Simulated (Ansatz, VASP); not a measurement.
# AlN: VASP beside Ansatz

Wanted: the spread between two codes on one cell, functional and k mesh. The cell is taken from a series of runs on this material, whose earlier steps may have relaxed, scaled, displaced or heated it; both programs get it as it stands.

Main program and level: Ansatz 0.2.0; plane waves, with VASP 6.6.1 beside it; relaxation of cell and atoms at PBE and zone-centre phonons at PBE.

## (1) Starting point

It takes space group P6_3mc (No. 186, hexagonal). The conventional cell has a = 3.129 Å, b = 3.129 Å, c = 5.014 Å, α = 90.00°, β = 90.00°, γ = 120.00°. Al has 4 N at 1.90 to 1.91 Å nearest. Nearest to N lie 4 Al at 1.90 to 1.91 Å. Farther neighbours and most contacts between anions are not listed.

Structure file:

```
Al N
1.0
     3.12872    0.00000    0.00000
    -1.56436    2.70955    0.00000
     0.00000    0.00000    5.01421
Al N
2 2
Direct
  0.33333 0.66667 0.99921
  0.66667 0.33333 0.49921
  0.33333 0.66667 0.38079
  0.66667 0.33333 0.88079
```

## (2) VASP: relaxation of cell and atoms, PBE

The relaxed volume is the usual yardstick between codes: in a stiff, nearly cubic crystal its relative difference is about their pressure difference at one cell divided by the bulk modulus.

Lines of VASP's logs that name or quote its potential files are left out, and so is its time.

INCAR reads:

```
SYSTEM = AlN
PREC = Accurate
ENCUT = 600
EDIFF = 1E-07
NELM = 120
ISMEAR = 0
SIGMA = 0.01
LREAL = .FALSE.
ALGO = Normal
GGA = PE
NBANDS = 14
LORBIT = 11
LWAVE = .FALSE.
LCHARG = .FALSE.
ISIF = 3
IBRION = 2
NSW = 80
EDIFFG = -0.005
LASPH = .TRUE.
GGA_COMPAT = .FALSE.
NELMIN = 4
EFERMI = MIDGAP
KPAR = 2
```

POSCAR reads:

```
AlN
1.0
    3.1287150000      0.0000000000      0.0000000000
   -1.5643570000      2.7095460000      0.0000000000
    0.0000000000      0.0000000000      5.0142070000
Al N
2 2
Direct
    0.3333332268      0.6666666667      0.9992078508
    0.6666664536      0.3333333333      0.4992077511
    0.3333332268      0.6666666667      0.3807920176
    0.6666664536      0.3333333333      0.8807921173
```

KPOINTS reads:

```
Automatic mesh
0
Gamma
9 9 4
0 0 0
```

Potentials, in the order of the species: Al and N (PBE family, release 64).

The run is started by

```sh
$ mpirun -np 2 vasp_std
```

Numbers of over 12 decimals in the logs are rounded to 6 here.

What it wrote:

```text
[banner, memory and clock lines left out]
running    2 mpi-ranks, on    1 nodes
 distrk:  each k-point on    1 cores,    2 groups
 distr:  one band on    1 cores,    1 groups

 POSCAR found type information on POSCAR AlN
 POSCAR found :  2 types and       4 ions
 LDA part: xc-table for (Slater+PW92), standard interpolation
 POSCAR, INCAR and KPOINTS ok, starting setup
 FFT: planning ... GRIDC
 FFT: planning ... GRID_SOFT
 FFT: planning ... GRID
 WAVECAR not read
 entering main loop
       N       E                     dE             d eps       ncg     rms          rms(c)
DAV:   1     0.526689137495E+02    0.52669E+02   -0.80765E+03  1008   0.115E+03
DAV:   2    -0.300336988387E+02   -0.82703E+02   -0.75824E+02  1354   0.225E+02
DAV:   3    -0.344340880105E+02   -0.44004E+01   -0.43821E+01  1356   0.564E+01
DAV:   4    -0.344662657137E+02   -0.32178E-01   -0.32171E-01  1140   0.526E+00
DAV:   5    -0.344666835674E+02   -0.41785E-03   -0.41783E-03  1344   0.593E-01    0.121E+01
DAV:   6    -0.297616238057E+02    0.47051E+01   -0.13152E+01  1272   0.283E+01    0.414E+00
DAV:   7    -0.297954840209E+02   -0.33860E-01   -0.76695E-01  1104   0.646E+00    0.289E+00
DAV:   8    -0.297886443571E+02    0.68397E-02   -0.74402E-02  1158   0.281E+00    0.541E-01
DAV:   9    -0.297829777294E+02    0.56666E-02   -0.18047E-02  1326   0.999E-01    0.249E-01
DAV:  10    -0.297836596876E+02   -0.68196E-03   -0.30128E-03  1176   0.387E-01    0.150E-01
DAV:  11    -0.297835191819E+02    0.14051E-03   -0.36899E-04  1296   0.152E-01    0.356E-02
DAV:  12    -0.297835225153E+02   -0.33333E-05   -0.16829E-05  1188   0.370E-02    0.931E-03
DAV:  13    -0.297835222894E+02    0.22592E-06   -0.89843E-06  1308   0.243E-02    0.639E-03
DAV:  14    -0.297835222621E+02    0.27263E-07   -0.53944E-07  1236   0.644E-03
   1 F= -.29783522E+02 E0= -.29783522E+02  d E =-.297835E+02
 curvature:   0.00 expect dE= 0.000E+00 dE for cont linesearch  0.000E+00
 trial: gam= 0.00000 g(F)=  0.853E-08 g(S)=  0.138E-04 ort = 0.000E+00 (trialstep = 0.100E+01)
 search vector abs. value=  0.138E-04
 bond charge predicted
       N       E                     dE             d eps       ncg     rms          rms(c)
DAV:   1    -0.297835422994E+02   -0.20010E-04   -0.55389E-04  1140   0.196E-01    0.248E-02
DAV:   2    -0.297835285883E+02    0.13711E-04   -0.29476E-05  1236   0.463E-02    0.938E-03
DAV:   3    -0.297835271891E+02    0.13992E-05   -0.36406E-06  1290   0.151E-02    0.340E-03
DAV:   4    -0.297835268941E+02    0.29501E-06   -0.55560E-07  1266   0.648E-03    0.107E-03
DAV:   5    -0.297835269218E+02   -0.27703E-07   -0.84120E-08   690   0.249E-03
   2 F= -.29783527E+02 E0= -.29783527E+02  d E =-.465972E-05
 trial-energy change:   -0.000005  1 .order   -0.000003   -0.000014    0.000007
 step:   0.7326(harm=  0.6551)  dis= 0.00001  next Energy=   -29.783528 (dE=-0.561E-05)
 reached required accuracy - stopping structural energy minimisation
```

Parts of OUTCAR (step 2):

```text
ion  position               nearest neighbor table
   1  0.333  0.667  0.999-   4 1.90   4 1.90   4 1.90   3 1.91   2 3.09   2 3.09   2 3.09   2 3.09
                             2 3.09   2 3.09
   2  0.667  0.333  0.499-   3 1.90   3 1.90   3 1.90   4 1.91   1 3.09   1 3.09   1 3.09   1 3.09
                             1 3.09   1 3.09
   3  0.333  0.667  0.381-   2 1.90   2 1.90   2 1.90   1 1.91
   4  0.667  0.333  0.881-   1 1.90   1 1.90   1 1.90   2 1.91

  LATTYP: Found a hexagonal cell.
 ALAT       =     3.1287150000
 C/A-ratio  =     1.6026410204

 Subroutine GETGRP returns: Found 12 space group operations
 (whereof  6 operations were pure point group operations)

The static configuration has the point symmetry C_3v.
 The point group associated with its full space group is C_6v.

 Found     36 irreducible k-points:

   k-points           NKPTS =     36   k-points in BZ     NKDIM =     36   number of bands    NBANDS=     14

   dimension x,y,z NGX =    28 NGY =   28 NGZ =   40
   dimension x,y,z NGXF=    56 NGYF=   56 NGZF=   80

   ENCUT  =  600.0 eV  44.10 Ry    6.64 a.u.   6.25  6.25 10.01*2*pi/ulx,y,z

   NELECT =      16.0000    total number of electrons

 k-points in reciprocal lattice and weights: Automatic mesh
   0.00000000  0.00000000  0.00000000       0.003
   0.11111111  0.00000000  0.00000000       0.019
   0.22222222  0.00000000  0.00000000       0.019
   0.33333333  0.00000000  0.00000000       0.019
   0.44444444  0.00000000  0.00000000       0.019
   0.11111111  0.11111111  0.00000000       0.019
   0.22222222  0.11111111  0.00000000       0.037
   0.33333333  0.11111111  0.00000000       0.037
   0.44444444  0.11111111  0.00000000       0.019
[...]
0.33333333  0.22222222  0.50000000       0.037
   0.33333333  0.33333333  0.50000000       0.006

 average (electrostatic) potential at core
       1 -71.8975       2 -71.8975       3 -60.1205       4 -60.1205

 E-fermi :   8.0168

 k-point     1 :       0.0000    0.0000    0.0000
  band No.  band energies     occupation
    ...
      4       5.1388      2.00000
      5       5.1388      2.00000
      6       5.7818      2.00000
      7       5.7818      2.00000
      8       5.9859      2.00000
      9      10.0478      0.00000
     10      12.5135      0.00000
     11      16.4595      0.00000
     12      17.0284      0.00000
     13      17.0284      0.00000
    ...

 k-point     2 :       0.1111    0.0000    0.0000
  band No.  band energies     occupation
    ...
      4       4.4412      2.00000
      5       4.9447      2.00000
      6       5.1017      2.00000
      7       5.7527      2.00000
      8       5.9160      2.00000
      9      10.7385      0.00000
     10      13.1211      0.00000
     11      15.8327      0.00000
     12      16.1144      0.00000
     13      17.4684      0.00000
    ...

 k-point     3 :       0.2222    0.0000    0.0000
  band No.  band energies     occupation
    ...
      4       2.9571      2.00000
      5       3.8545      2.00000
      6       4.5444      2.00000
      7       5.6218      2.00000
      8       5.6582      2.00000
      9      11.8636      0.00000
     10      13.6545      0.00000
     11      14.3013      0.00000
     12      15.6970      0.00000
     13      17.6651      0.00000
    ...

  Total        0.0130041      0.0130041      0.0034927      0.0000000     -0.0000000      0.0000000
  in kB        0.4903881      0.4903879      0.1317097      0.0000001     -0.0000000      0.0000000
  external PRESSURE =       0.3708285 kB  Pullay stress =       0.0000000 kB

  energy-cutoff  :      600.00
  volume of cell :       42.49
      direct lattice vectors                 reciprocal lattice vectors
     3.127827487 -0.000000000  0.000000000     0.319710727  0.184585061  0.000000000
    -1.563913244  2.708777392  0.000000000     0.000000000  0.369170240  0.000000000
     0.000000000  0.000000000  5.014579990     0.000000000  0.000000000  0.199418496

 POSITION                                       TOTAL-FORCE (eV/Angst)
 -----------------------------------------------------------------------------------
     -0.00000      1.80585      5.01060         0.000000      0.000000      0.003814
      1.56391      0.90293      2.50331        -0.000000      0.000000      0.003814
     -0.00000      1.80585      1.90952         0.000000      0.000000     -0.003814
      1.56391      0.90293      4.41681        -0.000000      0.000000     -0.003814
 -----------------------------------------------------------------------------------
    total drift:                                0.000641     -0.000010      0.000510

  FREE ENERGIE OF THE ION-ELECTRON SYSTEM (eV)
  ---------------------------------------------------
  free  energy   TOTEN  =       -29.7835269218 eV

  energy  without entropy=      -29.7835269218  energy(sigma->0) =      -29.78352692

 reached required accuracy - stopping structural energy minimisation

 total charge
# of ion       s       p       d       tot
------------------------------------------
    1        0.366   0.432   0.000   0.798
    2        0.366   0.432   0.000   0.798
    3        1.219   2.619   0.000   3.838
    4        1.219   2.619   0.000   3.838
--------------------------------------------------
tot          3.170   6.102   0.000   9.272

[... 3 further parts left out ...]
```

CONTCAR:

```
AlN
   1.00000000000000
     3.1278274868721798   -0.0000000001637752    0.0000000000000000
    -1.5639132437197567    2.7087773917381957    0.0000000000000000
     0.0000000000000000    0.0000000000000000    5.0145799898456724
  Al              N
     2     2
Direct
     0.3333332268000007    0.6666666667000030    0.9992058276677855
     0.6666664536000013    0.3333333332999970    0.4992057279677897
     0.3333332268000007    0.6666666667000030    0.3807940407322133
     0.6666664536000013    0.3333333332999970    0.8807941404322090
```

The run keeps the 12 symmetry operations of its start, so it cannot find a distortion of lower symmetry.

## (3) Ansatz: relaxation of cell and atoms, PBE

Ansatz runs on norm-conserving files, of PseudoDojo where its log says so.

The same cell, functional and mesh now go to Ansatz, which takes its cutoff from its data sets.

input.yaml reads:

```yaml
crystal:
  lattice:
    - [3.128714667, 0.0, 0.0]
    - [-1.5643573335, 2.7095463828, 0.0]
    - [0.0, 0.0, 5.0142065437]
  atoms:
    - { symbol: Al, position: [0.3333333333, 0.6666666667, -0.0007921371] }
    - { symbol: Al, position: [0.6666666667, 0.3333333333, 0.4992078629] }
    - { symbol: "N", position: [0.3333333333, 0.6666666667, 0.3807921371] }
    - { symbol: "N", position: [0.6666666667, 0.3333333333, 0.8807921371] }
kpoints:
  mp_grid: { grid: [9, 9, 4] }
hamiltonian:
  xc: pbe
  pseudopotentials: { kind: nc, accuracy: standard }
scf:
  occupations: { method: fixed }
output:
  forces: true
  stress: true
  eigenvalues: true
relax:
  adjacent_minimum: "off"
  f_tol: 0.001
  max_steps: 60
  cell: { stress_tol: 0.01 }
```

The run is started by

```sh
$ ansatz run input.yaml --threads 4 --pin off --max-ram 7168MiB --backend cpu --events-out ev --progress --plain --runs-dir out
```

What it wrote:

```text
Engine: ansatz 0.2.0, aarch64-unknown-linux-gnu
Pseudopotentials: kind: nc
Pseudopotential: Al, nc, valence charge 3, recommended cutoff 544.227725 eV (normal), Al.nc.azcp (PseudoDojo's, or run here from an input of PseudoDojo's; its table is named by hamiltonian.pseudopotentials.accuracy)
Pseudopotential: N, nc, valence charge 5, recommended cutoff 1142.878222 eV (normal), N.nc.azcp (PseudoDojo's, or run here from an input of PseudoDojo's; its table is named by hamiltonian.pseudopotentials.accuracy)
Functional definition: PBE
  parameter kappa = 0.804
  parameter beta = 0.066725
  exchange = pbe_x(kappa = kappa, mu = beta*pi^2/3)
  correlation = pbe_c(beta = beta)
Crystal: 4 atoms, lattice volume = 42.507 Å³
Basis set: ecut = 1142.878222 eV, 3729 PW (Γ), exchange–correlation on 72×72×120 points (8 copies of the dense FFT grid, shifted against one another)
Bands: 12, of which v1, the nominal top of the filled ones, is band 8 counted from 1 (7 counted from 0)
Symmetry: 12 space group operations
Space group: P63mc (ITA 186), of the structure as read, at distance tolerance 3.5e-5 Å
k-points: 36 of 324 (time reversal used)
Non-local potential: Al, projectors of the file, l = 0: 2, l = 1: 2, l = 2: 2
Non-local potential: N, projectors of the file, l = 0: 2, l = 1: 2
Initial density: superposition of atomic densities (chi_scale 0.1, normalization cell, long waves kept (reshape's long-wave potential 0.00 eV rms))
Initial wavefunctions: pseudopotential atomic-orbital guess
Functional: x = pbe(κ = 0.804, μ = 0.219515), c = pbe(β = 0.066725)
SCF iter   1: F=—  HF=-699.181315 eV  |F-HF|=—  |Δ(HF+E_count)|=         —  Δρ=1.41e-1  dr2=1.01e1  ethr=3.10e-3  ⟨swp⟩=5.3  Hψ=2459  notcnv=0  defer=71
preconditioner: auto → none  [insulator: Δε(μ)=5.306 eV  Ē_g=14.144 eV  n_scr=2 (ndim 8)  ℏωp=22.8 eV  f_vac=0.000  ε∞_Penn≈3.6]
SCF iter   2: F=—  HF=-696.654959 eV  |F-HF|=—  |Δ(HF+E_count)|=    2.53e0  Δρ=7.34e-2  dr2=1.36e0  ethr=3.10e-3  ⟨swp⟩=4.8  Hψ=1526  notcnv=0  defer=70
SCF iter   3: F=—  HF=-696.302456 eV  |F-HF|=—  |Δ(HF+E_count)|=   3.53e-1  Δρ=2.16e-2  dr2=1.01e-1  ethr=3.10e-3  ⟨swp⟩=2.3  Hψ=1016  notcnv=0  defer=70
SCF iter   4: F=—  HF=-696.305947 eV  |F-HF|=—  |Δ(HF+E_count)|=   3.49e-3  Δρ=1.47e-3  dr2=3.91e-4  ethr=6.29e-4  ⟨swp⟩=2.1  Hψ=532  notcnv=0  defer=72
SCF iter   5: F=—  HF=-696.305838 eV  |F-HF|=—  |Δ(HF+E_count)|=   1.09e-4  Δρ=1.63e-4  dr2=3.69e-6  ethr=2.44e-6  ⟨swp⟩=2.0  Hψ=728  notcnv=0  defer=72
SCF iter   6: F=—  HF=-696.305825 eV  |F-HF|=—  |Δ(HF+E_count)|=   1.37e-5  Δρ=1.53e-5  dr2=5.11e-8  ethr=6.25e-10  ⟨swp⟩=8.0  Hψ=2999  notcnv=0
SCF iter   7: F=-696.305825 eV  HF=-696.305825 eV  |F-HF|=1.71e-9  |Δ(HF+E_count)|=   1.16e-8  Δρ=3.39e-6  dr2=2.96e-9  ethr=3.19e-10  ⟨swp⟩=3.0  Hψ=1660  notcnv=0
SCF 1 converged in 7 iterations: F = -696.305825 eV  dr2 = 2.96e-9
relax step   1: F+E_penalty+E_count = -696.30582481 eV  Δ(F+E_penalty+E_count) = +0.000e0 eV  max|allowed force component| = 3.655e-4 eV/Å  Δτ_max = 0.0000 Å  P = +0.003 GPa  Ω = 42.507 Å³  (7 SCF iters, dr2 threshold 1.00e-7 eV, accepted)
[...]
relax step   2: F+E_penalty+E_count = -696.30582600 eV  Δ(F+E_penalty+E_count) = -1.199e-6 eV  max|allowed force component| = 1.587e-4 eV/Å  Δτ_max = 0.0001 Å  P = +0.002 GPa  Ω = 42.508 Å³  energy of the carried Pulay correction = -3.144e-8 eV  (3 SCF iters, dr2 threshold 4.47e-9 eV, accepted)
[...]
relax step   3: F+E_penalty+E_count = -696.30582605 eV  Δ(F+E_penalty+E_count) = -4.993e-8 eV  max|allowed force component| = 7.739e-5 eV/Å  Δτ_max = 0.0000 Å  P = +0.000 GPa  Ω = 42.509 Å³  energy of the carried Pulay correction = -5.322e-8 eV  (4 SCF iters, dr2 threshold 2.75e-10 eV, accepted)
[...]
relax step   4: F+E_penalty+E_count = -696.30582619 eV  Δ(F+E_penalty+E_count) = -1.327e-7 eV  max|allowed force component| = 7.843e-5 eV/Å  Δτ_max = 0.0000 Å  P = +0.000 GPa  Ω = 42.509 Å³  stress off target by 6.52e-4 GPa  SCF on the basis re-selected at this cell (its energy is not comparable with the rows above)  (4 SCF iters)
basis re-selected at this cell: Δ(F+E_penalty+E_count) = -1.327e-7 eV, ΔP = +0.000 GPa vs the last step (what re-selecting the basis moved, of the pressure what is left beyond the Pulay correction that the steps carried, after the strain that the cell walked since its last selection, with what the two solves' SCF thresholds leave and, on support functions, any second-order correction that the steps lacked; it is no m [...]
SCF converged after 4 iterations
Free energy (F): -696.305826 eV
Harris-Foulkes:  -696.305826 eV  (|F-HF|=2.27e-13)
Internal energy: -696.305826 eV  (E = F + TS)
E sigma→0 (E₀):  -696.305826 eV
Fermi energy:    6.949197 eV
--- Per-component energies (eV) ---
  E_band       = 27.872616
  E_kinetic    = 443.720894
  E_local      = -440.252874  (includes V_loc(G=0)·N_el)
  E_nonlocal   = -36.399598
  E_hartree    = 155.664851
  E_xc         = -230.656455
  E_vxc        = -250.525514  (∫ρ·V_xc dr)
  E_ewald      = -588.382644
  E_smearing   = -0.000000  (= −TS)
  E_closure    = -0.000000  (closes the sum)
  Σ components = -696.305826   (vs F -696.305826, Δ=0.00e0)
--- Forces (eV/Å), atoms counted from 1 ---
  atom   1  Al     0.00000000     0.00000000     0.00007844
  atom   2  Al     0.00000000    -0.00000000     0.00007844
  atom   3  N      0.00000000    -0.00000000    -0.00007842
  atom   4  N      0.00000000     0.00000000    -0.00007842
  max |Σ_I F_I| component: 3.05e-8 eV/Å
--- Stress (GPa, compression-positive) ---
        0.000652       0.000000       0.000000
        0.000000       0.000652       0.000000
        0.000000       0.000000      -0.000098
  P = ⅓ Tr σ = 0.0004 GPa (0.004 kbar)
--- Band table (eV; the first three rows and the last of 36) ---
  k-point 0: bands = [... 4 lower, 6.1039, 6.7460, 6.7460, 6.9492, 11.0055, 13.4842, 17.3968, 18.0140]
  k-point 1: bands = [... 4 lower, 6.1933, 6.1933, 6.6473, 6.6473, 11.9706, 13.5958, 17.0715, 17.9864]
  k-point 2: bands = [... 4 lower, 6.4157, 6.4157, 6.4157, 6.4157, 13.2708, 13.2708, 17.1331, 17.1331]
  k-point 35: bands = [... 4 lower, 3.1543, 3.1543, 6.1587, 6.1587, 14.3150, 14.3150, 14.6836, 14.6836]
--- Relaxed structure (3 steps of the walk, 3 accepted, 1 SCFs on fresh bases) ---
  F+E_penalty+E_count = -696.30582619 eV   max|allowed force component| = 7.843e-5 eV/Å   (the final SCF, on the basis selected at the relaxed cell)
  cell:  # Å, volume = 42.5086 Å³
    - [3.128504, 0.0, 0]
    - [-1.564252, 2.709364, 0]
    - [0, 0, 5.015021]
  atoms:
    - { symbol: Al, position: [0.333333, 0.666667, -0.000768933] }
    - { symbol: Al, position: [0.666667, 0.333333, 0.499231] }
    - { symbol: N, position: [0.333333, 0.666667, 0.380769] }
    - { symbol: N, position: [0.666667, 0.333333, 0.880769] }
```

The column dr2 measures how far the density is from self-consistency, as an energy; F and HF (Harris–Foulkes) agree once it is small.

## (4) Differences

Known differences besides the potentials themselves: fixed occupations in Ansatz, narrow Gaussian smearing in VASP; the cutoff is 1142.88 eV in Ansatz and 600 eV in VASP; Ansatz adds a Pulay correction to the stress that steers its cell, VASP none. Total energies have different zeros and are not compared.

The two programs side by side:

```csv
quantity,Ansatz,VASP,difference
volume (Å³),42.51,42.49,+0.05 %
"edge a after relaxation, in the typed setting (Å)",3.128,3.128,+0.02 %
"edge c after relaxation, in the typed setting (Å)",5.015,5.015,+0.01 %
```

[end of part 1 of 2]

[Lines on the potential files, build, host, timing and source positions are cut from VASP's logs without a mark.]

[Logs are printed without paths, hosts, clocks, repeated set-up lines and the standing remarks that a program may print on its own settings, such as how far it seeks lower states.]

[Hosts, paths, dates, database ids (printed as entryN), source tags and the programs' standing remarks are cut or masked in the printed files.]
